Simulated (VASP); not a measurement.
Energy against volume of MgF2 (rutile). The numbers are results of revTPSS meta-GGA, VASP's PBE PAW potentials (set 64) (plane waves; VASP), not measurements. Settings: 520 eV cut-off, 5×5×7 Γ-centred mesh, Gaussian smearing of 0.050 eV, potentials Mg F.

Shape and ions are relaxed at each volume.

```tsv
V (Å³/atom)	E (eV/atom)
10.336	-6.79608
10.666	-6.80883
10.996	-6.81427
11.326	-6.81355
```

Task: Fit these four points and predict the energy of the run at 11.656 Å³/atom.

Result: A cubic in V^(−2/3), the third-order Birch-Murnaghan form, passes through the four points with V0 = 11.12 Å³/atom and B0 = 94 GPa, and gives -6.8076 eV/atom there. The run gave -6.8074 eV/atom, +0.2 meV/atom from the fit; all five points give B0 = 96 GPa.

The compound is MgF2 in the rutile structure. It was relaxed first.
